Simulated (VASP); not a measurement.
Output of a VASP run:

### OSZICAR
```
       N       E                     dE             d eps       ncg     rms          rms(c)
DAV:   1     0.167261391259E+02    0.16726E+02   -0.39856E+03   560   0.895E+02
DAV:   2    -0.951645474040E+01   -0.26243E+02   -0.25605E+02   848   0.108E+02
DAV:   3    -0.996039988995E+01   -0.44395E+00   -0.44395E+00   680   0.187E+01
DAV:   4    -0.996101579043E+01   -0.61590E-03   -0.61590E-03   792   0.785E-01
DAV:   5    -0.996101602919E+01   -0.23876E-06   -0.23852E-06   664   0.120E-02    0.481E+00
DAV:   6    -0.942366199934E+01    0.53735E+00   -0.16953E+00   576   0.666E+00    0.240E+00
DAV:   7    -0.936309482767E+01    0.60567E-01   -0.20713E-01   792   0.274E+00    0.926E-01
DAV:   8    -0.935626583980E+01    0.68290E-02   -0.24589E-02   648   0.109E+00    0.115E-01
DAV:   9    -0.935654105033E+01   -0.27521E-03   -0.53273E-04   680   0.194E-01    0.677E-02
DAV:  10    -0.935668129152E+01   -0.14024E-03   -0.23547E-04   560   0.120E-01    0.166E-02
DAV:  11    -0.935668723425E+01   -0.59427E-05   -0.67252E-06   848   0.250E-02    0.150E-02
DAV:  12    -0.935668674265E+01    0.49160E-06   -0.23031E-06   552   0.996E-03
   1 F= -.93566867E+01 E0= -.93566867E+01  d E =-.935669E+01
       N       E                     dE             d eps       ncg     rms          rms(c)
DAV:   1    -0.936775762835E+01   -0.11070E-01   -0.28430E-01   672   0.402E+00    0.505E-01
DAV:   2    -0.936093883922E+01    0.68188E-02   -0.11635E-02   568   0.664E-01    0.244E-01
DAV:   3    -0.935882799905E+01    0.21108E-02   -0.46375E-03   648   0.385E-01    0.812E-02
DAV:   4    -0.935867163214E+01    0.15637E-03   -0.30125E-04   680   0.114E-01    0.450E-02
DAV:   5    -0.935866380621E+01    0.78259E-05   -0.19729E-05   656   0.302E-02    0.238E-02
DAV:   6    -0.935866404430E+01   -0.23809E-06   -0.15727E-06   544   0.900E-03
   2 F= -.93586640E+01 E0= -.93586640E+01  d E =-.197730E-02
       N       E                     dE             d eps       ncg     rms          rms(c)
DAV:   1    -0.936210832460E+01   -0.34445E-02   -0.49507E-02   656   0.170E+00    0.213E-01
DAV:   2    -0.936094272281E+01    0.11656E-02   -0.19442E-03   568   0.272E-01    0.103E-01
DAV:   3    -0.936058274693E+01    0.35998E-03   -0.80961E-04   656   0.160E-01    0.360E-02
DAV:   4    -0.936055876695E+01    0.23980E-04   -0.48902E-05   680   0.463E-02    0.199E-02
DAV:   5    -0.936055767202E+01    0.10949E-05   -0.34632E-06   600   0.128E-02    0.102E-02
DAV:   6    -0.936055749364E+01    0.17838E-06   -0.24180E-07   288   0.364E-03
   3 F= -.93605575E+01 E0= -.93605575E+01  d E =-.387075E-02
```

File OUTCAR:
```
------------------------ aborting loop because EDIFF is reached ----------------------------------------
  FORCE on cell =-STRESS in cart. coord.  units (eV):
  Direction    XX          YY          ZZ          XY          YZ          ZX
  --------------------------------------------------------------------------------------
  Total        0.0008681      0.0008681      0.0008681      0.0000000     -0.0000000      0.0000000
  in kB        0.0500246      0.0500246      0.0500246      0.0000000     -0.0000000      0.0000000
  external PRESSURE =       0.0500246 kB  Pullay stress =       0.0000000 kB
  volume of cell :       27.80
      direct lattice vectors                 reciprocal lattice vectors
    -0.000000000  2.404498780  2.404498780    -0.207943545  0.207943545  0.207943545
     2.404498780 -0.000000000  2.404498780     0.207943545 -0.207943545  0.207943545
     2.404498780  2.404498780  0.000000000     0.207943545  0.207943545 -0.207943545
  FREE ENERGIE OF THE ION-ELECTRON SYSTEM (eV)
  ---------------------------------------------------
  free  energy   TOTEN  =        -9.3605574936 eV

  energy  without entropy=       -9.3605574936  energy(sigma->0) =       -9.36055749

 reached required accuracy - stopping structural energy minimisation
```
(Selected blocks of OUTCAR.)

**POSCAR**
```
BAs
1
    0.0000000000     2.3900000000     2.3900000000
    2.3900000000     0.0000000000     2.3900000000
    2.3900000000     2.3900000000     0.0000000000
B As
1 1
Direct
  0.0000000000   0.0000000000   0.0000000000
  0.2500000000   0.2500000000   0.2500000000
```

Task: Write an INCAR and KPOINTS that could have produced this output.

Result: Several could match; the one computed here: the input of the run itself, optB86b-vdW, plane waves, VASP's PBE PAW potentials (set 64).

**INCAR**
```
SYSTEM=BAs
PREC=Accurate
IBRION=2   # conjugate gradients
GGA=MK
SIGMA=0.05   # width (eV)
ISIF=3   # ions, shape and volume
LASPH=.TRUE.
LMAXMIX=4
LWAVE=.FALSE.
AGGAC=0.0
EDIFF=1E-6
LREAL=.FALSE.
NELM=100
NSW=60   # most ionic steps
PARAM2=1.0
EDIFFG=-0.01   # ionic stop
LUSE_VDW=.TRUE.
ALGO=Normal   # blocked Davidson
ENCUT=520   # plane-wave cut-off (eV)
ISMEAR=0   # Gaussian
LCHARG=.FALSE.
PARAM1=0.1234
```

File KPOINTS:
```
Automatic mesh
0
Gamma
9 9 9
0 0 0
```

POTCAR, in this order: B As (PBE.64 set). Program: vasp_std.

The compound is BAs in the zinc blende structure. This run relaxes it. Symmetry was kept, so distortions that lower it aren't found.
